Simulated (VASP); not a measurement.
Given:

```
K
1.0
   -2.61087     2.61087     2.61087
    2.61087    -2.61087     2.61087
    2.61087     2.61087    -2.61087
K
1
Direct
  0.00000   0.00000   0.00000
```

All values below come from PBE GGA with D3 dispersion (zero damping), VASP's PBE PAW potentials (set 64) (plane waves; VASP). Run with 520 eV cut-off, 11×11×11 Γ-centred mesh, tetrahedra with Blöchl corrections, potentials K_sv.

Estimate the energy per atom (σ→0), band gap (on the k-mesh) with the smallest direct gap where there is one.

The band gap (on the k-mesh) is none (metal, semimetal or under 0.01 eV). The energy per atom (σ→0) comes out as -1.175 eV/atom.

Only differences to runs with the same potentials and settings are physical.

The compound is K in the bcc structure. It was relaxed first.
